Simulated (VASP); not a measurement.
```yaml
crystal:
  lattice:
    - [0.00000, 2.65184, 2.65184]
    - [2.65184, 0.00000, 2.65184]
    - [2.65184, 2.65184, 0.00000]
  atoms:
    - { symbol: Ce, position: [0.00000, 0.00000, 0.00000] }
    - { symbol: O, position: [0.25000, 0.25000, 0.25000] }
    - { symbol: O, position: [0.75000, 0.75000, 0.75000] }
```

Method: MS2 meta-GGA, VASP's PBE PAW potentials (set 64) (plane waves; VASP 6.6.1). Numerical set-up: 520 eV cut-off, 7×7×7 Γ-centred mesh, Gaussian smearing of 0.050 eV, potentials Ce O.

Problem. Give the stress tensor in GPa (positive for a compressed cell).

Solution. 
```
13.71   0.00   0.00
 0.00  13.71   0.00
 0.00   0.00  13.71
```
The pressure is its mean diagonal, 13.71 GPa.

The compound is CeO2 in the fluorite structure. This cell is one point of a volume scan, at 0.94 of the reference volume. The run is not spin-polarised, so no magnetic state was tried.
